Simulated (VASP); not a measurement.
These are PBEsol GGA, VASP's PBE PAW potentials (set 64) (plane waves; VASP) values and carry that method's errors.

The input files of a VASP run:

**INCAR**
```
! general
SYSTEM  = Al3Sc
PREC    = Accurate
ENCUT   = 500
LREAL   = .FALSE.
LASPH   = .TRUE.

! electronic loop
EDIFF   = 1E-6
NELM    = 100
ALGO    = Normal
LMAXMIX = 4

! smearing
ISMEAR  = 1
SIGMA   = 0.1

! functional
GGA     = PS

! ions
IBRION  = 2
NSW     = 40
ISIF    = 3
EDIFFG  = -0.02
PSTRESS = 450

! output
LWAVE   = .FALSE.
LCHARG  = .FALSE.
```

KPOINTS:
```
Regular mesh
0
G
  8 8 8
```

### POSCAR
```
Al3Sc
1
    3.7938972424     0.0000000000     0.0000000000
    0.0000000000     3.7938972424     0.0000000000
    0.0000000000     0.0000000000     3.7938972424
Sc Al
1 3
Direct
  0.0000000000   0.0000000000   0.0000000000
  0.0000000000   0.5000000000   0.5000000000
  0.5000000000   0.0000000000   0.5000000000
  0.5000000000   0.5000000000   0.0000000000
```

POTCAR, in this order: Sc_sv Al (PBE.64 set). Program: vasp_std.

What VASP printed:

**OSZICAR**
```
       N       E                     dE             d eps       ncg     rms          rms(c)
DAV:   1     0.123256787157E+03    0.12326E+03   -0.85095E+03   988   0.131E+03
DAV:   2    -0.119259555767E+02   -0.13518E+03   -0.13303E+03  1010   0.380E+02
DAV:   3    -0.204494123029E+02   -0.85235E+01   -0.79884E+01  1504   0.761E+01
DAV:   4    -0.206025768704E+02   -0.15316E+00   -0.15303E+00  1350   0.116E+01
DAV:   5    -0.206055822217E+02   -0.30054E-02   -0.30048E-02  1414   0.152E+00    0.141E+01
DAV:   6    -0.198344186816E+02    0.77116E+00   -0.34592E+00  1576   0.250E+01    0.582E+00
DAV:   7    -0.197629746268E+02    0.71444E-01   -0.69822E-02  1104   0.207E+00    0.276E+00
DAV:   8    -0.197416778852E+02    0.21297E-01   -0.26562E-02  1528   0.140E+00    0.287E-01
DAV:   9    -0.197411987098E+02    0.47918E-03   -0.26765E-03  1220   0.456E-01    0.138E-01
DAV:  10    -0.197411654003E+02    0.33310E-04   -0.39361E-04  1304   0.149E-01    0.107E-01
DAV:  11    -0.197411480874E+02    0.17313E-04   -0.46381E-05  1264   0.467E-02    0.100E-02
DAV:  12    -0.197411485970E+02   -0.50966E-06   -0.31616E-06  1192   0.153E-02
   1 F= -.44035057E+01 E0= -.44033121E+01  d E =-.440351E+01
       N       E                     dE             d eps       ncg     rms          rms(c)
DAV:   1    -0.204558992402E+02   -0.71475E+00   -0.11253E+02  1028   0.188E+02    0.210E+01
DAV:   2    -0.169408565067E+02    0.35150E+01   -0.11195E+01  1328   0.600E+01    0.460E+00
DAV:   3    -0.166856880489E+02    0.25517E+00   -0.71781E-01  1448   0.132E+01    0.181E+00
DAV:   4    -0.166376733008E+02    0.48015E-01   -0.31340E-01  1448   0.462E+00    0.697E-01
DAV:   5    -0.166271584122E+02    0.10515E-01   -0.55075E-02  1560   0.309E+00    0.755E-01
DAV:   6    -0.166269696414E+02    0.18877E-03   -0.34822E-03  1568   0.619E-01    0.688E-02
DAV:   7    -0.166268576120E+02    0.11203E-03   -0.48943E-04  1532   0.180E-01    0.594E-02
DAV:   8    -0.166268581497E+02   -0.53769E-06   -0.67776E-06  1116   0.229E-02
   2 F= -.39526156E+01 E0= -.39526541E+01  d E =0.450890E+00
       N       E                     dE             d eps       ncg     rms          rms(c)
DAV:   1    -0.209097603692E+02   -0.42829E+01   -0.55239E+01  1142   0.127E+02    0.151E+01
DAV:   2    -0.191761712001E+02    0.17336E+01   -0.18126E+01  1486   0.659E+01    0.210E+00
DAV:   3    -0.189909495735E+02    0.18522E+00   -0.66888E-01  1392   0.840E+00    0.124E+00
DAV:   4    -0.189540480339E+02    0.36902E-01   -0.16824E-01  1294   0.288E+00    0.467E-01
DAV:   5    -0.189531184942E+02    0.92954E-03   -0.59681E-02  1554   0.326E+00    0.450E-01
DAV:   6    -0.189507079980E+02    0.24105E-02   -0.18133E-02  1520   0.163E+00    0.556E-02
DAV:   7    -0.189507013280E+02    0.66700E-05   -0.15037E-04  1122   0.112E-01    0.409E-02
DAV:   8    -0.189506910938E+02    0.10234E-04   -0.29053E-04  1566   0.205E-01    0.211E-02
DAV:   9    -0.189506845982E+02    0.64957E-05   -0.37141E-05  1552   0.708E-02    0.774E-03
DAV:  10    -0.189506847644E+02   -0.16618E-06   -0.21584E-07   550   0.442E-03
   3 F= -.45779296E+01 E0= -.45778841E+01  d E =-.174424E+00
       N       E                     dE             d eps       ncg     rms          rms(c)
DAV:   1    -0.189182601655E+02    0.32424E-01   -0.17789E-02  1112   0.228E+00    0.255E-01
DAV:   2    -0.189176862023E+02    0.57396E-03   -0.31055E-03  1380   0.879E-01    0.401E-02
DAV:   3    -0.189176555249E+02    0.30677E-04   -0.59918E-05  1030   0.650E-02    0.220E-02
DAV:   4    -0.189176459094E+02    0.96155E-05   -0.30578E-05  1302   0.560E-02    0.119E-02
DAV:   5    -0.189176462807E+02   -0.37124E-06   -0.26704E-06   956   0.193E-02
   4 F= -.45781751E+01 E0= -.45781353E+01  d E =-.174669E+00
```

File OUTCAR:
```
------------------------ aborting loop because EDIFF is reached ----------------------------------------
  FORCE on cell =-STRESS in cart. coord.  units (eV):
  Direction    XX          YY          ZZ          XY          YZ          ZX
  --------------------------------------------------------------------------------------
  Total       14.3280537     14.3280537     14.3280537     -0.0000000      0.0000000      0.0000000
  in kB      449.6416980    449.6416980    449.6416980     -0.0000000      0.0000000      0.0000000
  external PRESSURE =      -0.3583020 kB  Pullay stress =     450.0000000 kB
  volume of cell :       51.05
      direct lattice vectors                 reciprocal lattice vectors
     3.709742235  0.000000000 -0.000000000     0.269560508  0.000000000  0.000000000
    -0.000000000  3.709742235  0.000000000    -0.000000000  0.269560508 -0.000000000
    -0.000000000  0.000000000  3.709742235     0.000000000 -0.000000000  0.269560508
 POSITION                                       TOTAL-FORCE (eV/Angst)
 -----------------------------------------------------------------------------------
      0.00000      0.00000      0.00000         0.000000     -0.000000      0.000000
     -0.00000      1.85487      1.85487         0.000000      0.000000      0.000000
      1.85487      0.00000      1.85487        -0.000000      0.000000      0.000000
      1.85487      1.85487     -0.00000        -0.000000      0.000000      0.000000
 -----------------------------------------------------------------------------------
    total drift:                               -0.000000     -0.000000     -0.000000
  FREE ENERGIE OF THE ION-ELECTRON SYSTEM (eV)
  ---------------------------------------------------
  free  energy   TOTEN  =       -18.9176462807 eV

  energy  without entropy=      -18.9175266784  energy(sigma->0) =      -18.91760641
  enthalpy is  TOTEN    =        -4.5781751236 eV   P V=       14.3394711571

 reached required accuracy - stopping structural energy minimisation
```
(Selected blocks of OUTCAR.)

**CONTCAR**
```
Al3Sc
   1.00000000000000
     3.7097422349294851    0.0000000000000000   -0.0000000000000000
    -0.0000000000000000    3.7097422349294851    0.0000000000000000
    -0.0000000000000000    0.0000000000000000    3.7097422349294851
  Sc              Al
     1     3
Direct
     0.0000000000000000    0.0000000000000000    0.0000000000000000
     0.0000000000000000    0.5000000000000000    0.5000000000000000
     0.5000000000000000    0.0000000000000000    0.5000000000000000
     0.5000000000000000    0.5000000000000000    0.0000000000000000
```

Energy and stress use the plane-wave basis of the starting cell.

The compound is Al3Sc in the L1_2 structure. This run relaxes it under an external pressure of 45 GPa. Symmetry was kept, so distortions that lower it aren't found.
